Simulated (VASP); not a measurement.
All values below come from SCAN meta-GGA, VASP's PBE PAW potentials (set 64) (plane waves; VASP).

A VASP calculation is set up with these files.

KPOINTS:
```
Automatic mesh
0
Gamma
11 11 11
0 0 0
```

### INCAR
```
ALGO = Normal
EDIFF = 1E-7
ENCUT = 520
ISIF = 2
ISMEAR = -5
LASPH = .True.
LCHARG = .False.
LMAXMIX = 4
LMIXTAU = .True.
LORBIT = 11
LREAL = .False.
LWAVE = .False.
METAGGA = SCAN
NEDOS = 601
NELM = 100
PREC = Accurate
SYSTEM = BAs
```

POSCAR:
```
BAs
1
    0.0000000000     2.3900000000     2.3900000000
    2.3900000000     0.0000000000     2.3900000000
    2.3900000000     2.3900000000     0.0000000000
B As
1 1
Direct
  0.0000000000   0.0000000000   0.0000000000
  0.2500000000   0.2500000000   0.2500000000
```

File KPOINTS_OPT:
```
k-points along high-symmetry lines
10
Line-mode
Reciprocal
  0.000000   0.000000   0.000000 ! GAMMA
 -0.500000  -0.500000   0.000000 ! X

 -0.500000  -0.500000   0.000000 ! X
 -0.375000  -0.375000   0.250000 ! U

 -0.375000  -0.000000   0.375000 ! K
  0.000000   0.000000   0.000000 ! GAMMA

  0.000000   0.000000   0.000000 ! GAMMA
 -0.000000  -0.000000   0.500000 ! L

 -0.000000  -0.000000   0.500000 ! L
 -0.500000  -0.250000   0.250000 ! W

 -0.500000  -0.250000   0.250000 ! W
 -0.500000  -0.500000   0.000000 ! X
```

POTCAR, in this order: B As (PBE.64 set). Program: vasp_std.

Output

### OSZICAR
```
       N       E                     dE             d eps       ncg     rms          rms(c)
DAV:   1    -0.331846128354E+01   -0.33185E+01   -0.41276E+03   896   0.917E+02
DAV:   2    -0.291346281918E+02   -0.25816E+02   -0.25597E+02  1424   0.111E+02
DAV:   3    -0.294672885309E+02   -0.33266E+00   -0.33266E+00  1008   0.172E+01
DAV:   4    -0.294677293402E+02   -0.44081E-03   -0.44081E-03  1360   0.685E-01
DAV:   5    -0.294677294531E+02   -0.11292E-06   -0.11292E-06  1024   0.795E-03    0.443E+00
DAV:   6    -0.279774849271E+02    0.14902E+01   -0.12283E+00  1152   0.858E+00    0.257E+00
DAV:   7    -0.275238375272E+02    0.45365E+00   -0.39536E-01  1072   0.679E+00    0.879E-01
DAV:   8    -0.278153632196E+02   -0.29153E+00   -0.20939E-01   896   0.617E+00    0.293E-01
DAV:   9    -0.278582163485E+02   -0.42853E-01   -0.18314E-01   896   0.655E+00    0.115E-01
DAV:  10    -0.278627596837E+02   -0.45433E-02   -0.19698E-02  1056   0.243E+00    0.883E-02
DAV:  11    -0.278701234737E+02   -0.73638E-02   -0.13339E-02   896   0.161E+00    0.893E-02
DAV:  12    -0.278665575974E+02    0.35659E-02   -0.17896E-02   896   0.185E+00    0.264E-02
DAV:  13    -0.278660103922E+02    0.54721E-03   -0.13769E-03   928   0.505E-01    0.108E-02
DAV:  14    -0.278661571851E+02   -0.14679E-03   -0.37956E-04   992   0.314E-01    0.101E-02
DAV:  15    -0.278661574790E+02   -0.29389E-06   -0.20612E-05  1128   0.699E-02    0.132E-02
DAV:  16    -0.278660986923E+02    0.58787E-04   -0.19641E-04   896   0.219E-01    0.330E-03
DAV:  17    -0.278661044105E+02   -0.57182E-05   -0.28645E-05   960   0.926E-02    0.250E-03
DAV:  18    -0.278661060964E+02   -0.16859E-05   -0.79256E-07  1144   0.140E-02    0.137E-03
DAV:  19    -0.278661058510E+02    0.24543E-06   -0.10835E-06   912   0.159E-02    0.323E-04
DAV:  20    -0.278661060587E+02   -0.20774E-06   -0.37912E-07   896   0.899E-03    0.182E-04
DAV:  21    -0.278661062209E+02   -0.16217E-06   -0.19366E-08   448   0.210E-03    0.870E-05
DAV:  22    -0.278661060913E+02    0.12958E-06   -0.85731E-09   448   0.129E-03    0.110E-04
DAV:  23    -0.278661061761E+02   -0.84730E-07   -0.54644E-09   448   0.957E-04
   1 F= -.27866106E+02 E0= -.27866106E+02  d E =0.000000E+00
       N       E                     dE             ncg
       N       E                     dE             ncg
```

**OUTCAR**
```
------------------------ aborting loop because EDIFF is reached ----------------------------------------
  FORCE on cell =-STRESS in cart. coord.  units (eV):
  Direction    XX          YY          ZZ          XY          YZ          ZX
  --------------------------------------------------------------------------------------
  Total       -0.0180217     -0.0180217     -0.0180217     -0.0000000      0.0000000      0.0000000
  in kB       -1.0575050     -1.0575050     -1.0575050     -0.0000000      0.0000000      0.0000000
  external PRESSURE =      -1.0575050 kB  Pullay stress =       0.0000000 kB
  volume of cell :       27.30
      direct lattice vectors                 reciprocal lattice vectors
     0.000000000  2.390000000  2.390000000    -0.209205021  0.209205021  0.209205021
     2.390000000  0.000000000  2.390000000     0.209205021 -0.209205021  0.209205021
     2.390000000  2.390000000  0.000000000     0.209205021  0.209205021 -0.209205021
  FREE ENERGIE OF THE ION-ELECTRON SYSTEM (eV)
  ---------------------------------------------------
  free  energy   TOTEN  =       -27.8661061761 eV

  energy  without entropy=      -27.8661061761  energy(sigma->0) =      -27.86610618

 total charge

# of ion       s       p       d       tot
------------------------------------------
    1        0.663   1.164   0.000   1.827
    2        1.168   1.688   0.092   2.948
--------------------------------------------------
tot          1.831   2.852   0.092   4.774
```
(Selected blocks of OUTCAR.)

The compound is BAs in the zinc blende structure. The cell was not relaxed at this level.
